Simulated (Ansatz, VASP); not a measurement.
# Cross-check of Ti (Titanium) between VASP and Ansatz

Aim: how closely do two programs agree when they are given the same cell, functional and k mesh? The cell is taken from a series of runs on this material, whose earlier steps may have relaxed, scaled, displaced or heated it; both programs get it as it stands.

Method: plane waves, with VASP 6.6.1 beside it; relaxation of cell and atoms at PBEsol and zone-centre phonons at PBEsol, in Ansatz 0.2.0.

### 1. The starting structure

Symmetry: P6_3/mmc, No. 194, hexagonal system. Conventional cell: a = 2.900 Å, b = 2.900 Å, c = 4.589 Å, α = 90.00°, β = 90.00°, γ = 120.00°. Ti has 12 Ti at 2.84 to 2.90 Å nearest.

Coordinates:

```cif
data_structure
_symmetry_space_group_name_H-M 'P6_3/mmc'
_symmetry_Int_Tables_number 194
_cell_length_a 2.9002
_cell_length_b 2.9002
_cell_length_c 4.5895
_cell_angle_alpha 90.000
_cell_angle_beta 90.000
_cell_angle_gamma 120.000
_cell_volume 33.43
loop_
_atom_site_label
_atom_site_type_symbol
_atom_site_symmetry_multiplicity
_atom_site_Wyckoff_symbol
_atom_site_fract_x
_atom_site_fract_y
_atom_site_fract_z
_atom_site_occupancy
Ti1 Ti 2 c 0.33333 0.66667 0.25000 1
```

### 2. Ansatz: relaxation of cell and atoms, PBEsol

Ansatz runs on its PAW soft_1 files.

The relaxed volume is the usual yardstick between codes: in a stiff, nearly cubic crystal its relative difference is about their pressure difference at one cell divided by the bulk modulus.

The input, input.yaml:

```yaml
crystal:
  lattice:
    - [2.9001542396, 0.0, 0.0]
    - [-1.4500771198, 2.5116072464, 0.0]
    - [0.0, 0.0, 4.589452674]
  atoms:
    - { symbol: Ti, position: [0.3333333333, 0.6666666667, 0.25] }
    - { symbol: Ti, position: [0.6666666667, 0.3333333333, 0.75] }
kpoints:
  mp_grid: { grid: [21, 21, 12] }
hamiltonian:
  xc: pbesol
  pseudopotentials: { kind: paw, azcp: { folder: soft_1 }, xc_functional: pbe }
scf:
  occupations: { method: methfessel_paxton, width: 0.2 }
output:
  forces: true
  stress: true
  eigenvalues: true
relax:
  adjacent_minimum: "off"
  f_tol: 0.001
  max_steps: 60
  cell: { stress_tol: 0.01 }
```

Started as:

```bash
$ ansatz run input.yaml --threads 4 --pin off --max-ram 8192MiB --backend cpu --events-out ev --progress --plain --runs-dir out
```

Numbers of over 12 decimals in the logs are rounded to 6 here.

The program printed:

```text
Engine: ansatz 0.2.0, x86_64-unknown-linux-gnu
Pseudopotentials: kind: paw
Pseudopotential: Ti, paw, valence charge 12, recommended cutoff 420 eV (normal), soft_1/Ti.paw.azcp
Functional definition: PBEsol
  exchange = pbesol_x
  correlation = pbesol_c
Crystal: 2 atoms, lattice volume = 33.430 Å³
Basis set: ecut = 420 eV, 627 PW (Γ), exchange–correlation on 40×40×64 points (8 copies of the dense FFT grid, shifted against one another)
Bands: 16, of which v1, the nominal top of the filled ones, is band 12 counted from 1 (11 counted from 0)
Symmetry: 24 space group operations
Space group: P63/mmc (ITA 194), of the structure as read, at distance tolerance 3.2e-5 Å
k-points: 336 of 5292
Non-local potential: Ti, projectors of the file, l = 0: 3, l = 1: 2, l = 2: 3, l = 3: 1
PAW form: soft (Blöchl's): semilocal exchange-correlation on the pseudo side does not see the compensation charge
PAW frozen core: Ti, regenerated for the run's functional, and the local potential with it (the file was generated under x = pbe(κ = 0.804, μ = 0.219515), c = pbe(β = 0.066725))
PAW one-centre angular grid: Ti, 590 points (default); XC on 64 Gauss nodes
Initial density: superposition of atomic densities (chi_scale 0.1, normalization cell)
Initial wavefunctions: pseudopotential atomic-orbital guess
Functional: x = pbesol(κ = 0.804, μ = 0.123457), c = pbesol(β = 0.046)
SCF iter   1: F=—  HF=-4948.270615 eV  |F-HF|=—  |Δ(HF+E_count)|=         —  Δρ=6.44e-2  dr2=1.41e0  ethr=3.10e-3  ⟨swp⟩=3.0  Hψ=19903  notcnv=0
preconditioner: auto → none  [metal: Δε(μ)=0.007 eV  Ē_g=3.257 eV  σ=0.200 eV  W_gap=0.03  n_scr=8 (ndim 8)  ℏωp=18.2 eV  f_vac=0.000  D(μ)=1.54/eV (n_scr^D=22)  sad-step TF]
SCF iter   2: F=—  HF=-4947.917467 eV  |F-HF|=—  |Δ(HF+E_count)|=   3.53e-1  S|Δr|=    0.00e0  Δρ=3.23e-2  dr2=3.77e-1  ethr=3.10e-3  ⟨swp⟩=2.5  Hψ=10901  notcnv=0
SCF iter   3: F=—  HF=-4947.798134 eV  |F-HF|=—  |Δ(HF+E_count)|=   1.19e-1  S|Δr|=    0.00e0  Δρ=1.86e-3  dr2=5.39e-4  ethr=1.57e-3  ⟨swp⟩=2.4  Hψ=8845  notcnv=0
SCF iter   4: F=—  HF=-4947.798697 eV  |F-HF|=—  |Δ(HF+E_count)|=   5.62e-4  S|Δr|=    0.00e0  Δρ=1.89e-4  dr2=6.87e-6  ethr=2.25e-6  ⟨swp⟩=2.4  Hψ=10062  notcnv=0
SCF iter   5: F=—  HF=-4947.798709 eV  |F-HF|=—  |Δ(HF+E_count)|=   1.28e-5  S|Δr|=    0.00e0  Δρ=5.96e-5  dr2=7.99e-7  ethr=2.86e-8  ⟨swp⟩=2.0  Hψ=6748  notcnv=0
SCF iter   6: F=-4947.798709 eV  HF=-4947.798709 eV  |F-HF|=8.78e-9  |Δ(HF+E_count)|=   2.94e-7  S|Δr|=    0.00e0  Δρ=7.83e-6  dr2=1.19e-8  ethr=4.17e-10  ⟨swp⟩=5.1  Hψ=22793  notcnv=0
SCF 1 converged in 6 iterations: F = -4947.798709 eV  dr2 = 1.19e-8
  greatest PAW one-centre occupation: 0.999 electrons in one spin orbital (limit 2), on the Ti atom at site 1 (counted from 0), in its partial waves of l = 0
relax step   1: F+E_penalty+E_count = -4947.79870907 eV  Δ(F+E_penalty+E_count) = +0.000e0 eV  max|allowed force component| = 2.961e-16 eV/Å  Δτ_max = 0.0000 Å  P = -0.003 GPa  Ω = 33.430 Å³  (6 SCF iters, dr2 threshold 1.00e-7 eV, accepted)
[...]
relax step   2: F+E_penalty+E_count = -4947.79871012 eV  Δ(F+E_penalty+E_count) = -1.055e-6 eV  max|allowed force component| = 8.327e-17 eV/Å  Δτ_max = 0.0000 Å  P = -0.000 GPa  Ω = 33.429 Å³  energy of the carried Pulay correction = +1.812e-7 eV  (3 SCF iters, dr2 threshold 1.94e-9 eV, accepted)
[...]
relax step   3: F+E_penalty+E_count = -4947.79871011 eV  Δ(F+E_penalty+E_count) = +8.142e-9 eV  max|allowed force component| = 4.626e-17 eV/Å  Δτ_max = 0.0000 Å  P = -0.000 GPa  Ω = 33.429 Å³  stress off target by 1.87e-3 GPa  SCF on the basis re-selected at this cell (its energy is not comparable with the rows above)  (4 SCF iters)
basis re-selected at this cell: Δ(F+E_penalty+E_count) = +8.142e-9 eV, ΔP = +0.000 GPa vs the last step (what re-selecting the basis moved, of the pressure what is left beyond the Pulay correction that the steps carried, after the strain that the cell walked since its last selection, with what the two solves' SCF thresholds leave and, on support functions, any second-order correction that the steps lacked; it is no m [...]
SCF converged after 4 iterations
Stability not checked: this state was not tested for a lower state beside it, because cold or Methfessel-Paxton smearing, or corrected tetrahedra, fill the levels in a way that the test cannot read (fill_not_monotonic; see scf.lower_state_search)
Free energy (F): -4947.798710 eV
Harris-Foulkes:  -4947.798710 eV  (|F-HF|=1.82e-12)
Internal energy: -4947.803190 eV  (E = F + TS)
E sigma→0 (E₀):  -4947.799830 eV
Entropy (-TS):   0.004479 eV (2.240 meV/atom)
Fermi energy:    13.786992 eV
--- Per-component energies (eV) ---
  E_band       = -302.226357
  E_kinetic    = 563.555453
  E_local      = -1704.356711  (includes V_loc(G=0)·N_el)
  E_nonlocal   = 123.827440
  E_hartree    = 676.430439
  E_xc         = -230.859106
  E_vxc        = -290.448581  (∫ρ·V_xc dr)
  E_paw        = -2034.756597  (= ΣΔE_a)
  E_vpaw       = -347.664668  (= ΣTr[D̂ρ^β])
  E_aug_tail   = -0.000162  (compensation charges beyond the density's cutoff)
  E_ewald      = -2341.922715
  E_core_change = 0.278769  (= ΣΔE_core)
  E_smearing   = 0.004479  (= −TS)
  E_closure    = -0.000000  (closes the sum)
  Σ components = -4947.798710   (vs F -4947.798710, Δ=0.00e0)
--- Forces (eV/Å), atoms counted from 1 ---
  atom   1  Ti    -0.00000000     0.00000000     0.00000000
  atom   2  Ti     0.00000000    -0.00000000     0.00000000
  max |Σ_I F_I| component: 3.70e-17 eV/Å
--- Stress (GPa, compression-positive) ---
        0.000792       0.000000       0.000000
        0.000000       0.000792       0.000000
        0.000000       0.000000      -0.001871
  P = ⅓ Tr σ = -0.0001 GPa (-0.001 kbar)
--- Band table (eV; the first three rows and the last of 336) ---
  k-point 0: bands = [... 8 lower, 7.5025, 10.9871, 14.5675, 14.5675, 14.6594, 14.7043, 15.1018, 15.1018]
  k-point 1: bands = [... 8 lower, 7.5636, 10.9632, 14.5338, 14.5338, 14.5470, 14.6695, 15.0663, 15.0663]
  k-point 2: bands = [... 8 lower, 7.7443, 10.8763, 14.2758, 14.4647, 14.4647, 14.5689, 14.9703, 14.9703]
  k-point 335: bands = [... 8 lower, 12.4674, 12.4674, 12.6331, 12.6331, 13.5774, 13.5774, 15.5221, 15.5221]
--- Relaxed structure (2 steps of the walk, 2 accepted, 1 SCFs on fresh bases) ---
  F+E_penalty+E_count = -4947.79871011 eV   max|allowed force component| = 4.626e-17 eV/Å   (the final SCF, on the basis selected at the relaxed cell)
  cell:  # Å, volume = 33.4292 Å³
    - [2.900435, 0.0, 0.0]
    - [-1.450218, 2.511851, 0.0]
    - [0.0, 0.0, 4.588487]
  atoms:
    - { symbol: Ti, position: [0.333333, 0.666667, 0.25] }
    - { symbol: Ti, position: [0.666667, 0.333333, 0.750000] }
```

The column dr2 measures how far the density is from self-consistency, as an energy; F and HF (Harris–Foulkes) agree once it is small.

### 3. VASP: relaxation of cell and atoms, PBEsol

The same cell, functional, mesh and smearing now go to VASP, with its own data sets.

Lines of VASP's logs that name or quote its potential files are left out, and so is its time.

The input, INCAR:

```
SYSTEM = Ti
PREC = Accurate
ENCUT = 500
EDIFF = 1E-07
NELM = 120
ISMEAR = 1
SIGMA = 0.2
LREAL = .FALSE.
ALGO = Normal
GGA = PS
NBANDS = 18
LASPH = .TRUE.
LORBIT = 11
LWAVE = .FALSE.
LCHARG = .FALSE.
ISIF = 3
IBRION = 2
NSW = 80
EDIFFG = -0.005
GGA_COMPAT = .FALSE.
NELMIN = 4
KPAR = 2
```

The input, POSCAR:

```
Ti
1.0
    2.9001540000      0.0000000000      0.0000000000
   -1.4500770000      2.5116070000      0.0000000000
    0.0000000000      0.0000000000      4.5894530000
Ti
2
Direct
    0.3333333997      0.6666667994      0.2499999455
    0.6666666003      0.3333332006      0.7500000545
```

The input, KPOINTS:

```
Automatic mesh
0
Gamma
21 21 12
0 0 0
```

The projector-augmented-wave data sets are Ti_sv (PBE family, release 64).

Started as:

```bash
$ mpirun -np 2 vasp_std
```

The program printed:

```text
[banner, memory and clock lines left out]
running    2 mpi-ranks, on    1 nodes
 distrk:  each k-point on    1 cores,    2 groups
 distr:  one band on    1 cores,    1 groups

 POSCAR found type information on POSCAR Ti
 POSCAR found :  1 types and       2 ions
|                                                                             |
|               ----> ADVICE to this user running VASP <----                  |
|                                                                             |
|     You enforced a specific xc type in the INCAR file but a different       |
|     [... a line on the potential file left out ...]
|     I HOPE YOU KNOW WHAT YOU ARE DOING!                                     |
|                                                                             |

 LDA part: xc-table for (Slater+PW92), standard interpolation
 POSCAR, INCAR and KPOINTS ok, starting setup
 FFT: planning ... GRIDC
 FFT: planning ... GRID_SOFT
 FFT: planning ... GRID
 WAVECAR not read
 entering main loop
       N       E                     dE             d eps       ncg     rms          rms(c)
DAV:   1     0.252838568613E+03    0.25284E+03   -0.12976E+04 12120   0.163E+03
DAV:   2     0.106591713263E+02   -0.24218E+03   -0.23906E+03 12310   0.450E+02
DAV:   3    -0.177193586647E+02   -0.28379E+02   -0.28056E+02 22792   0.127E+02
DAV:   4    -0.188590267316E+02   -0.11397E+01   -0.11384E+01 13794   0.266E+01
DAV:   5    -0.189149033067E+02   -0.55877E-01   -0.55866E-01 18964   0.419E+00    0.129E+01
DAV:   6    -0.166828696909E+02    0.22320E+01   -0.79814E+00 14252   0.299E+01    0.321E+00
DAV:   7    -0.166573428984E+02    0.25527E-01   -0.88391E-01 18464   0.716E+00    0.210E+00
DAV:   8    -0.166862413000E+02   -0.28898E-01   -0.23648E-01 14176   0.590E+00    0.764E-01
DAV:   9    -0.166764867798E+02    0.97545E-02   -0.56024E-02 14324   0.250E+00    0.728E-02
DAV:  10    -0.166768780897E+02   -0.39131E-03   -0.30803E-03 17698   0.378E-01    0.987E-02
DAV:  11    -0.166769413572E+02   -0.63267E-04   -0.24971E-04 14184   0.123E-01    0.365E-02
DAV:  12    -0.166769337296E+02    0.76276E-05   -0.40255E-05 15088   0.557E-02    0.653E-03
DAV:  13    -0.166769337816E+02   -0.51969E-07   -0.14289E-06 15006   0.108E-02    0.520E-04
DAV:  14    -0.166769338856E+02   -0.10400E-06   -0.19039E-07 10502   0.295E-03    0.562E-04
DAV:  15    -0.166769339126E+02   -0.27028E-07   -0.45525E-08  7064   0.178E-03
   1 F= -.16676934E+02 E0= -.16678423E+02  d E =-.166769E+02
 curvature:   0.00 expect dE= 0.000E+00 dE for cont linesearch  0.000E+00
 trial: gam= 0.00000 g(F)=  0.304E-40 g(S)=  0.316E-03 ort = 0.000E+00 (trialstep = 0.100E+01)
 search vector abs. value=  0.316E-03
 bond charge predicted
       N       E                     dE             d eps       ncg     rms          rms(c)
DAV:   1    -0.166846178982E+02   -0.76840E-02   -0.18828E-01 16040   0.539E+00    0.756E-01
DAV:   2    -0.166769329882E+02    0.76849E-02   -0.36679E-02 17192   0.204E+00    0.214E-01
DAV:   3    -0.166765953872E+02    0.33760E-03   -0.50859E-03 17046   0.434E-01    0.709E-02
DAV:   4    -0.166767751469E+02   -0.17976E-03   -0.97473E-04 15594   0.203E-01    0.272E-02
DAV:   5    -0.166769094942E+02   -0.13435E-03   -0.28171E-04 15544   0.105E-01    0.398E-02
DAV:   6    -0.166769540881E+02   -0.44594E-04   -0.10579E-04 17974   0.723E-02    0.114E-02
DAV:   7    -0.166769614095E+02   -0.73214E-05   -0.14010E-05 16094   0.251E-02    0.200E-03
DAV:   8    -0.166769626715E+02   -0.12620E-05   -0.23166E-06 17054   0.804E-03    0.950E-04
DAV:   9    -0.166769627159E+02   -0.44344E-07   -0.54976E-08  7058   0.234E-03
   2 F= -.16676963E+02 E0= -.16678438E+02  d E =-.288033E-04
 trial-energy change:   -0.000029  1 .order   -0.000030   -0.000316    0.000256
 step:   0.5494(harm=  0.5523)  dis= 0.00000  next Energy=   -16.677021 (dE=-0.866E-04)
 bond charge predicted
       N       E                     dE             d eps       ncg     rms          rms(c)
DAV:   1    -0.166785812586E+02   -0.16186E-02   -0.38311E-02 16064   0.244E+00    0.342E-01
DAV:   2    -0.166770205952E+02    0.15607E-02   -0.75421E-03 17234   0.921E-01    0.958E-02
DAV:   3    -0.166769517881E+02    0.68807E-04   -0.10233E-03 16956   0.195E-01    0.315E-02
DAV:   4    -0.166769862459E+02   -0.34458E-04   -0.19458E-04 15678   0.901E-02    0.126E-02
DAV:   5    -0.166770130529E+02   -0.26807E-04   -0.60385E-05 15482   0.481E-02    0.181E-02
DAV:   6    -0.166770196273E+02   -0.65744E-05   -0.20430E-05 17942   0.328E-02    0.530E-03
DAV:   7    -0.166770204074E+02   -0.78015E-06   -0.29740E-06 15900   0.118E-02    0.769E-04
DAV:   8    -0.166770203550E+02    0.52439E-07   -0.43183E-07 13966   0.352E-03
   3 F= -.16677020E+02 E0= -.16678502E+02  d E =-.864424E-04
 curvature:  -0.28 expect dE=-0.103E-06 dE for cont linesearch -0.557E-08
 trial: gam=-0.00681 g(F)=  0.136E-39 g(S)=  0.372E-06 ort = 0.253E-05 (trialstep = 0.910E+00)
 search vector abs. value=  0.352E-06
 reached required accuracy - stopping structural energy minimisation
```

OUTCAR, selected parts (step 3):

```text
ion  position               nearest neighbor table
   1  0.333  0.667  0.250-   2 2.84   2 2.84   2 2.84   2 2.84   2 2.84   2 2.84
   2  0.667  0.333  0.750-   1 2.84   1 2.84   1 2.84   1 2.84   1 2.84   1 2.84

  LATTYP: Found a hexagonal cell.
 ALAT       =     2.9001540000
 C/A-ratio  =     1.5824859645

 Subroutine GETGRP returns: Found 24 space group operations
 (whereof 12 operations were pure point group operations)

The static configuration has the point symmetry D_3d.
 The point group associated with its full space group is D_6h.

 Found    336 irreducible k-points:

   k-points           NKPTS =    336   k-points in BZ     NKDIM =    336   number of bands    NBANDS=     18

   dimension x,y,z NGX =    24 NGY =   24 NGZ =   36
   dimension x,y,z NGXF=    48 NGYF=   48 NGZF=   72

   ENCUT  =  500.0 eV  36.75 Ry    6.06 a.u.   5.29  5.29  8.37*2*pi/ulx,y,z

   NELECT =      24.0000    total number of electrons

 k-points in reciprocal lattice and weights: Automatic mesh
   0.00000000  0.00000000  0.00000000       0.000
   0.04761905  0.00000000  0.00000000       0.001
   0.09523810  0.00000000  0.00000000       0.001
   0.14285714  0.00000000  0.00000000       0.001
   0.19047619  0.00000000  0.00000000       0.001
   0.23809524  0.00000000  0.00000000       0.001
   0.28571429  0.00000000  0.00000000       0.001
   0.33333333 -0.00000000  0.00000000       0.001
   0.38095238  0.00000000  0.00000000       0.001
[...]
0.33333333  0.28571429  0.50000000       0.002
   0.33333333  0.33333333  0.50000000       0.000

 average (electrostatic) potential at core
       1 -71.7760       2 -71.7760

 E-fermi :   8.6614

 k-point     1 :       0.0000    0.0000    0.0000
  band No.  band energies     occupation
    ...
      6     -23.8396      2.00000
      7     -23.8025      2.00000
      8     -23.8025      2.00000
      9       2.3407      2.00000
     10       5.8498      2.00000
     11       9.4403     -0.00000
     12       9.4403     -0.00000
     13       9.5538     -0.00000
     14       9.5733     -0.00000
     15       9.9737     -0.00000
    ...

 k-point     2 :       0.0476    0.0000    0.0000
  band No.  band energies     occupation
    ...
      6     -23.8420      2.00000
      7     -23.8151      2.00000
      8     -23.8041      2.00000
      9       2.4073      2.00000
     10       5.9033      2.00000
     11       9.2802     -0.00011
     12       9.4082     -0.00000
     13       9.4882     -0.00000
     14       9.7052     -0.00000
     15       9.9383     -0.00000
    ...

 k-point     3 :       0.0952    0.0000    0.0000
  band No.  band energies     occupation
    ...
      6     -23.8512      2.00000
      7     -23.8494      2.00000
      8     -23.8086      2.00000
      9       2.6047      2.00000
     10       6.0570      2.00000
     11       9.0316     -0.02512
     12       9.0533     -0.01820
     13       9.6299     -0.00000
     14       9.8083     -0.00000
     15       9.9126     -0.00000
    ...

  Total        0.0012064      0.0012064     -0.0035368      0.0000000     -0.0000000      0.0000000
  in kB        0.0579688      0.0579688     -0.1699516      0.0000000     -0.0000000      0.0000000
  external PRESSURE =      -0.0180047 kB  Pullay stress =       0.0000000 kB

  energy-cutoff  :      500.00
  volume of cell :       33.34
      direct lattice vectors                 reciprocal lattice vectors
     2.897743914  0.000000000  0.000000000     0.345096057  0.199241305 -0.000000000
    -1.448871957  2.509519805 -0.000000000     0.000000000  0.398482609 -0.000000000
     0.000000000  0.000000000  4.585050822     0.000000000  0.000000000  0.218100091

 POSITION                                       TOTAL-FORCE (eV/Angst)
 -----------------------------------------------------------------------------------
      0.00000      1.67301      1.14626         0.000000     -0.000000      0.000000
      1.44887      0.83651      3.43879         0.000000      0.000000     -0.000000
 -----------------------------------------------------------------------------------
    total drift:                               -0.000000     -0.000229     -0.000003

  FREE ENERGIE OF THE ION-ELECTRON SYSTEM (eV)
  ---------------------------------------------------
  free  energy   TOTEN  =       -16.6770203550 eV

  energy  without entropy=      -16.6814647185  energy(sigma->0) =      -16.67850181

 reached required accuracy - stopping structural energy minimisation

 total charge
# of ion       s       p       d       tot
------------------------------------------
    1        2.260   6.130   1.913  10.303
    2        2.260   6.130   1.913  10.303
--------------------------------------------------
tot          4.520  12.260   3.826  20.606

[... 3 further parts left out ...]
```

CONTCAR:

```
Ti
   1.00000000000000
     2.8977439141372319    0.0000000000000000    0.0000000000000000
    -1.4488719570686159    2.5095198045144889   -0.0000000000000000
     0.0000000000000000    0.0000000000000000    4.5850508223087685
  Ti
     2
Direct
     0.3333333997000025    0.6666667993999980    0.2499999455000008
     0.6666666002999975    0.3333332006000020    0.7500000544999992
```

The run keeps the 24 symmetry operations of its start, so it cannot find a distortion of lower symmetry.

### 4. Side by side

Known differences besides the potentials themselves: the cutoff is 420 eV in Ansatz and 500 eV in VASP; Ansatz makes its cores anew for this functional, VASP keeps those of its PBE data sets; Ansatz adds a Pulay correction to the stress that steers its cell, VASP none. Total energies have different zeros and are not compared.

Both answers:

| quantity | Ansatz | VASP | difference |
| --- | --- | --- | --- |
| volume (Å³) | 33.43 | 33.34 | +0.26 % |
| edge a after relaxation, in the typed setting (Å) | 2.900 | 2.898 | +0.09 % |
| edge c after relaxation, in the typed setting (Å) | 4.588 | 4.585 | +0.07 % |

[end of part 1 of 2]

[Lines on the potential files, build, host, timing and source positions are cut from VASP's logs without a mark.]

[Logs are printed without paths, hosts, clocks, repeated set-up lines and the standing remarks that a program may print on its own settings, such as how far it seeks lower states.]

[Hosts, paths, dates, database ids (printed as entryN), source tags and the programs' standing remarks are cut or masked in the printed files.]
